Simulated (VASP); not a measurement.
Data:

```
PbO
1.0
    2.97371     0.00000     0.00000
    0.00000     2.97371     0.00000
    0.00000     0.00000     2.97371
Pb O
1 1
Cartesian
  0.00000   0.00000   0.00000
  1.48685   1.48685   1.48685
```

Method: PBEsol GGA, VASP's PBE PAW potentials (set 64) (plane waves; VASP). Settings: 620 eV cut-off, 9×9×9 Γ-centred mesh, Gaussian smearing of 0.050 eV, potentials Pb_d O.

Energy and stress use the plane-wave basis of the starting cell.

Q: The ions, cell shape and volume at an external pressure of 45.0 GPa are relaxed. Give the cell that the relaxation ends in.

A: 
```
PbO
1.0
    2.91857     0.00000     0.00000
    0.00000     2.91857     0.00000
    0.00000     0.00000     2.91857
Pb O
1 1
Direct
  0.00000   0.00000   0.00000
  0.50000   0.50000   0.50000
```
Space group Pm-3m (221), at a tolerance of 0.03 Å.

Q: How do energy and volume change from the first to the last step?

A: The energy (σ→0) changes by +166.2 meV/atom and the volume by -5.5 %, in 4 ionic steps.

The structure was generated: PbO was put into the CsCl type type (Pm-3m), which need not be its known phase. This run relaxes it under an external pressure of 45 GPa. Symmetry was kept, so distortions that lower it aren't found.
